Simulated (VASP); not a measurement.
All values below come from PBE GGA, VASP's PBE PAW potentials (set 64) (plane waves; VASP).

VASP ran on this input.

POSCAR:
```
Ag16CO
1
    5.8654118046     0.0000000000     0.0000000000
    2.9327064093     5.0795965220    -0.0000000000
   -0.0000000000    -0.0000000000    21.3803622160
Ag C O
16 1 1
Direct
  0.0000000000   0.0000000000   0.3314276407
  0.4999851088   0.0000297825   0.3328514991
  0.0000297825   0.4999851088   0.3328514991
  0.4999851088   0.4999851088   0.3328514991
  0.1656205717   0.1656205717   0.4435045667
  0.6687598566   0.1656205717   0.4435045667
  0.1656205717   0.6687598566   0.4435045667
  0.6666670000   0.6666670000   0.4442500075
  0.8326510197   0.3346969607   0.5544040955
  0.3333330000   0.3333330000   0.5520626389
  0.8326510197   0.8326510197   0.5544040955
  0.3346969607   0.8326510197   0.5544040955
  0.0000000000   0.0000000000   0.6633829157
  0.5030108420   0.9939783161   0.6662027880
  0.9939783161   0.5030108420   0.6662027880
  0.5030108420   0.5030108420   0.6662027880
  0.3333330000   0.3333330000   0.7400644895
  0.3333330000   0.3333330000   0.7947154597
```

**INCAR**
```
! general
SYSTEM   =  Ag16CO
PREC     =  Normal
ENCUT    =  400
LREAL    =  F   ! projection in real space or not
LASPH    =  T   ! aspherical one-centre terms

! electronic loop
EDIFF    =  1E-5
NELM     =  100   ! most electronic steps
NELMIN   =  4
ALGO     =  Normal   ! blocked Davidson
LMAXMIX  =  4   ! l cut-off of mixed one-centre charges

! smearing
ISMEAR   =  1   ! Methfessel-Paxton
SIGMA    =  0.1   ! width (eV)

! functional
GGA      =  PE

! ions
IBRION   =  2
NSW      =  120   ! most ionic steps
ISIF     =  2
EDIFFG   =  -0.03   ! ionic stop

! output
LWAVE    =  T
LCHARG   =  F

! other
LDIPOL   =  T
IDIPOL   =  3
DIPOL    =  0.5 0.5 0.5
```

File KPOINTS:
```
Automatic mesh
0
Gamma
5 5 1
0 0 0
```

POTCAR, in this order: Ag C O (PBE.64 set). Program: vasp_std.

Output of the run:

### OSZICAR
```
...
DAV:   5    -0.555428774303E+02    0.22039E-05   -0.88240E-05  1149   0.368E-02
  13 F= -.55542877E+02 E0= -.55542443E+02  d E =-.434727E-03
       N       E                     dE             d eps       ncg     rms          rms(c)
DAV:   1    -0.555428316079E+02    0.48026E-04   -0.73087E-02  1110   0.744E-01    0.152E-02
DAV:   2    -0.555428714839E+02   -0.39876E-04   -0.42200E-04  1167   0.884E-02    0.115E-02
DAV:   3    -0.555428697067E+02    0.17773E-05   -0.10192E-05   618   0.158E-02    0.828E-03
DAV:   4    -0.555428729693E+02   -0.32626E-05   -0.53311E-05   674   0.392E-02
  14 F= -.55542873E+02 E0= -.55542384E+02  d E =-.430266E-03
       N       E                     dE             d eps       ncg     rms          rms(c)
DAV:   1    -0.555428538984E+02    0.15808E-04   -0.39655E-02  1110   0.548E-01    0.126E-02
DAV:   2    -0.555428815461E+02   -0.27648E-04   -0.28290E-04  1147   0.781E-02    0.137E-02
DAV:   3    -0.555428792117E+02    0.23344E-05   -0.10280E-04   698   0.569E-02    0.945E-03
DAV:   4    -0.555428769519E+02    0.22598E-05   -0.20784E-05   649   0.245E-02
  15 F= -.55542877E+02 E0= -.55542421E+02  d E =-.434249E-03
       N       E                     dE             d eps       ncg     rms          rms(c)
DAV:   1    -0.555428701000E+02    0.91117E-05   -0.98236E-03  1110   0.273E-01    0.553E-03
DAV:   2    -0.555428753944E+02   -0.52944E-05   -0.57801E-05  1066   0.329E-02    0.444E-03
DAV:   3    -0.555428753457E+02    0.48753E-07   -0.55500E-06   632   0.127E-02    0.381E-03
DAV:   4    -0.555428751084E+02    0.23727E-06   -0.67027E-06   618   0.141E-02
  16 F= -.55542875E+02 E0= -.55542412E+02  d E =-.432405E-03
       N       E                     dE             d eps       ncg     rms          rms(c)
DAV:   1    -0.555428748891E+02    0.45653E-06   -0.20688E-03  1110   0.125E-01    0.292E-03
DAV:   2    -0.555428762473E+02   -0.13581E-05   -0.12850E-05   576   0.175E-02    0.289E-03
DAV:   3    -0.555428762763E+02   -0.29049E-07   -0.59627E-06   604   0.133E-02    0.242E-03
DAV:   4    -0.555428762443E+02    0.32043E-07   -0.13869E-06   555   0.654E-03
  17 F= -.55542876E+02 E0= -.55542420E+02  d E =-.433541E-03
       N       E                     dE             d eps       ncg     rms          rms(c)
DAV:   1    -0.555428350706E+02    0.41206E-04   -0.16692E-02  1110   0.343E-01    0.405E-02
DAV:   2    -0.555428675842E+02   -0.32514E-04   -0.54369E-04  1146   0.900E-02    0.273E-02
DAV:   3    -0.555428929466E+02   -0.25362E-04   -0.99264E-04  1003   0.171E-01    0.310E-02
DAV:   4    -0.555428408806E+02    0.52066E-04   -0.41084E-04   769   0.109E-01    0.740E-03
DAV:   5    -0.555428399976E+02    0.88297E-06   -0.11740E-05   676   0.204E-02
  18 F= -.55542840E+02 E0= -.55542373E+02  d E =0.362466E-04
       N       E                     dE             d eps       ncg     rms          rms(c)
DAV:   1    -0.555428895085E+02   -0.48628E-04   -0.62793E-03  1159   0.211E-01    0.248E-02
DAV:   2    -0.555429033645E+02   -0.13856E-04   -0.17683E-04  1107   0.486E-02    0.151E-02
DAV:   3    -0.555429201522E+02   -0.16788E-04   -0.36292E-04   683   0.103E-01    0.205E-02
DAV:   4    -0.555428972057E+02    0.22946E-04   -0.17777E-04   713   0.722E-02    0.441E-03
DAV:   5    -0.555428967593E+02    0.44643E-06   -0.45835E-06   636   0.123E-02
  19 F= -.55542897E+02 E0= -.55542443E+02  d E =-.205150E-04
       N       E                     dE             d eps       ncg     rms          rms(c)
DAV:   1    -0.555429360147E+02   -0.38809E-04   -0.11437E-02  1159   0.295E-01    0.660E-03
DAV:   2    -0.555429426943E+02   -0.66796E-05   -0.75891E-05  1116   0.377E-02    0.587E-03
DAV:   3    -0.555429428206E+02   -0.12638E-06   -0.17044E-05   627   0.231E-02    0.468E-03
DAV:   4    -0.555429422482E+02    0.57240E-06   -0.99270E-06   647   0.168E-02
  20 F= -.55542942E+02 E0= -.55542480E+02  d E =-.454889E-04
       N       E                     dE             d eps       ncg     rms          rms(c)
DAV:   1    -0.555429741610E+02   -0.31340E-04   -0.29280E-02  1117   0.472E-01    0.110E-02
DAV:   2    -0.555429913504E+02   -0.17189E-04   -0.19230E-04  1162   0.602E-02    0.952E-03
DAV:   3    -0.555429921702E+02   -0.81985E-06   -0.40389E-05   680   0.359E-02    0.750E-03
DAV:   4    -0.555429907815E+02    0.13887E-05   -0.30612E-05   657   0.293E-02
  21 F= -.55542991E+02 E0= -.55542525E+02  d E =-.940222E-04
       N       E                     dE             d eps       ncg     rms          rms(c)
DAV:   1    -0.555429990418E+02   -0.68716E-05   -0.64403E-03  1110   0.222E-01    0.601E-03
DAV:   2    -0.555430034281E+02   -0.43863E-05   -0.53198E-05  1071   0.354E-02    0.736E-03
DAV:   3    -0.555430026077E+02    0.82045E-06   -0.23376E-05   663   0.273E-02    0.372E-03
DAV:   4    -0.555430024512E+02    0.15643E-06   -0.59361E-06   618   0.127E-02
  22 F= -.55543002E+02 E0= -.55542542E+02  d E =-.105692E-03
       N       E                     dE             d eps       ncg     rms          rms(c)
DAV:   1    -0.555429930831E+02    0.95246E-05   -0.25421E-02  1110   0.440E-01    0.100E-02
DAV:   2    -0.555430078706E+02   -0.14788E-04   -0.16504E-04  1146   0.555E-02    0.854E-03
DAV:   3    -0.555430085979E+02   -0.72726E-06   -0.30172E-05   678   0.310E-02    0.679E-03
DAV:   4    -0.555430075471E+02    0.10508E-05   -0.25566E-05   634   0.268E-02
  23 F= -.55543008E+02 E0= -.55542543E+02  d E =-.110788E-03
       N       E                     dE             d eps       ncg     rms          rms(c)
DAV:   1    -0.555429995041E+02    0.90938E-05   -0.11407E-02  1110   0.295E-01    0.602E-03
DAV:   2    -0.555430073473E+02   -0.78432E-05   -0.76498E-05  1130   0.372E-02    0.526E-03
DAV:   3    -0.555430073870E+02   -0.39738E-07   -0.18575E-05   627   0.235E-02    0.509E-03
DAV:   4    -0.555430067651E+02    0.62195E-06   -0.54835E-06   604   0.129E-02
  24 F= -.55543007E+02 E0= -.55542549E+02  d E =-.110006E-03
       N       E                     dE             d eps       ncg     rms          rms(c)
DAV:   1    -0.555430070017E+02    0.38533E-06   -0.28405E-03  1110   0.147E-01    0.296E-03
DAV:   2    -0.555430083818E+02   -0.13801E-05   -0.16555E-05   639   0.193E-02    0.302E-03
DAV:   3    -0.555430084385E+02   -0.56756E-07   -0.50699E-06   611   0.120E-02    0.220E-03
DAV:   4    -0.555430084219E+02    0.16644E-07   -0.16254E-06   583   0.691E-03
  25 F= -.55543008E+02 E0= -.55542550E+02  d E =-.111663E-03
       N       E                     dE             d eps       ncg     rms          rms(c)
DAV:   1    -0.555429510956E+02    0.57343E-04   -0.67436E-03  1110   0.195E-01    0.330E-02
DAV:   2    -0.555429735194E+02   -0.22424E-04   -0.34962E-04  1131   0.760E-02    0.259E-02
DAV:   3    -0.555429771473E+02   -0.36279E-05   -0.59539E-04   748   0.132E-01    0.238E-02
DAV:   4    -0.555429508572E+02    0.26290E-04   -0.21592E-04   769   0.803E-02    0.654E-03
DAV:   5    -0.555429486357E+02    0.22214E-05   -0.88934E-06   658   0.191E-02
  26 F= -.55542949E+02 E0= -.55542498E+02  d E =0.597862E-04
       N       E                     dE             d eps       ncg     rms          rms(c)
DAV:   1    -0.555430148749E+02   -0.64018E-04   -0.39620E-03  1131   0.150E-01    0.252E-02
DAV:   2    -0.555430230749E+02   -0.82000E-05   -0.17445E-04  1066   0.510E-02    0.184E-02
DAV:   3    -0.555430325801E+02   -0.95052E-05   -0.34616E-04   729   0.101E-01    0.194E-02
DAV:   4    -0.555430138235E+02    0.18757E-04   -0.15356E-04   753   0.674E-02    0.488E-03
DAV:   5    -0.555430140465E+02   -0.22306E-06   -0.58794E-06   658   0.153E-02
  27 F= -.55543014E+02 E0= -.55542553E+02  d E =-.562462E-05
```

OUTCAR:
```
------------------------ aborting loop because EDIFF is reached ----------------------------------------
  FORCE on cell =-STRESS in cart. coord.  units (eV):
  Direction    XX          YY          ZZ          XY          YZ          ZX
  --------------------------------------------------------------------------------------
  Total       -3.4029800     -3.4029812     -1.2757533     -0.0000003      0.0000000     -0.0000000
  in kB       -8.5590822     -8.5590853     -3.2087398     -0.0000009      0.0000000     -0.0000000
  external PRESSURE =      -6.7756358 kB  Pullay stress =       0.0000000 kB
  volume of cell :      637.00
      direct lattice vectors                 reciprocal lattice vectors
     5.865411805  0.000000000  0.000000000     0.170491013 -0.098433032  0.000000000
     2.932706409  5.079596522  0.000000000     0.000000000  0.196866030  0.000000000
     0.000000000  0.000000000 21.380362216     0.000000000  0.000000000  0.046771892
 POSITION                                       TOTAL-FORCE (eV/Angst)
 -----------------------------------------------------------------------------------
      0.00000      0.00000      7.07886        -0.000000      0.000000     -0.002211
      2.93271      0.00112      7.10475         0.000000      0.000220     -0.004600
      1.46732      2.53924      7.10475         0.000191     -0.000110     -0.004600
      4.39809      2.53924      7.10475        -0.000191     -0.000110     -0.004600
      1.45736      0.84141      9.48354         0.001802      0.001041     -0.003597
      4.40805      0.84141      9.48354        -0.001802      0.001041     -0.003597
      2.93271      3.39678      9.48354        -0.000000     -0.002081     -0.003597
      5.86542      3.38640      9.49286        -0.000000      0.000000     -0.004374
      5.86541      1.69893     11.85152         0.000000      0.002239      0.002272
      2.93270      1.69320     11.81100        -0.000000      0.000000     -0.001257
      7.32680      4.23013     11.85152        -0.001939     -0.001120      0.002272
      4.40402      4.23013     11.85152         0.001939     -0.001120      0.002272
      0.00000      0.00000     14.18656        -0.000000      0.000000     -0.000199
      5.86541      5.04910     14.25460        -0.000000     -0.002857      0.002645
      7.30536      2.55505     14.25460        -0.002474      0.001428      0.002645
      4.42547      2.55505     14.25460         0.002474      0.001428      0.002645
      2.93270      1.69320     15.82506        -0.000000     -0.000000      0.001378
      2.93270      1.69320     16.99493        -0.000000      0.000000      0.016504
 -----------------------------------------------------------------------------------
    total drift:                                0.005752      0.003321      0.013955
  FREE ENERGIE OF THE ION-ELECTRON SYSTEM (eV)
  ---------------------------------------------------
  free  energy   TOTEN  =       -55.5430140465 eV

  energy  without entropy=      -55.5416313339  energy(sigma->0) =      -55.54255314

 reached required accuracy - stopping structural energy minimisation
```
(Selected blocks of OUTCAR.)

**CONTCAR**
```
Ag16CO
   1.00000000000000
     5.8654118045999999    0.0000000000000000    0.0000000000000000
     2.9327064093000001    5.0795965220000001    0.0000000000000000
     0.0000000000000000    0.0000000000000000   21.3803622160000018
  Ag              C               O
    16     1     1
Direct
     0.0000000000000000    0.0000000000000000    0.3310914806916241
     0.4998900696278206    0.0002198608443539    0.3323024697516431
     0.0002198608443539    0.4998900696278206    0.3323024697516431
     0.4998900696278206    0.4998900696278206    0.3323024697516431
     0.1656448659479123    0.1656448659479123    0.4435630222195163
     0.6687112681041800    0.1656448659479123    0.4435630222195163
     0.1656448659479123    0.6687112681041800    0.4435630222195163
     0.6666669999999968    0.6666669999999968    0.4439991322908403
     0.8327684569747437    0.3344620861505170    0.5543178292102383
     0.3333330000000032    0.3333330000000032    0.5524230318803175
     0.8327684569747437    0.8327684569747437    0.5543178292102383
     0.3344620861505170    0.8327684569747437    0.5543178292102383
     0.0000000000000000    0.0000000000000000    0.6635321361152712
     0.5030017475583571    0.9939965049832880    0.6667143867481554
     0.9939965049832880    0.5030017475583571    0.6667143867481554
     0.5030017475583571    0.5030017475583571    0.6667143867481554
     0.3333330000000032    0.3333330000000032    0.7401679833876141
     0.3333330000000032    0.3333330000000032    0.7948851117456671
```

At this cut-off the stress carries a Pulay error, which pulls relaxed volumes low.

The cell is a thin slab with vacuum, built from Ag (fcc): (111) face, CO adsorbed.
